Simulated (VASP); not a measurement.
A run of VASP 6.6.1:

INCAR

```
SYSTEM = Zn4Te3O
PREC = Accurate
ENCUT = 520
EDIFF = 1E-6
ISMEAR = 0
SIGMA = 0.1
LREAL = .FALSE.
LASPH = .TRUE.
NELM = 120
ALGO = Normal
ISIF = 3
LWAVE = .FALSE.
LCHARG = .FALSE.
GGA = PE
IBRION = 2
NSW = 90
EDIFFG = -0.01
KPAR = 4
```

KPOINTS

```
Automatic mesh
0
G
  8 8 8
  0 0 0
```

The input POSCAR:

```
Zn4Te3O
1.0
   -2.9140000000      2.9140000000      5.6840000000
    2.9140000000     -2.9140000000      5.6840000000
    2.9140000000      2.9140000000     -5.6840000000
Zn Te O
4 3 1
Direct
    0.6918600000      0.6918600000      0.5967741900
    0.0950858100      0.0950858100      0.4032258100
    0.3081400000      0.9049141900      0.0000000000
    0.9049141900      0.3081400000      0.0000000000
    0.5000000000      0.5000000000      0.0000000000
    0.2500000000      0.7500000000      0.5000000000
    0.7500000000      0.2500000000      0.5000000000
    0.0000000000      0.0000000000      0.0000000000
```

Potentials or basis: VASP PAW PBE potentials, release 64 (Zn, Te, O).

The run is started by

```sh
$ cat potpaw_PBE.64/Zn/POTCAR potpaw_PBE.64/Te/POTCAR potpaw_PBE.64/O/POTCAR > POTCAR
$ mpirun -np 4 vasp_std > vasp.out
```

Hardware: 4 MPI ranks on Intel(R) Xeon(R) 6975P-C (Granite Rapids), with other jobs on the host.

**Question.** Estimate the wall time of this run.

**Answer.** It took 8.2 min on 4 MPI ranks on Intel(R) Xeon(R) 6975P-C (Granite Rapids) (shared host), peak memory 0.69 GiB a rank. Counts: scf iterations 57, k points 59, ion steps 8.
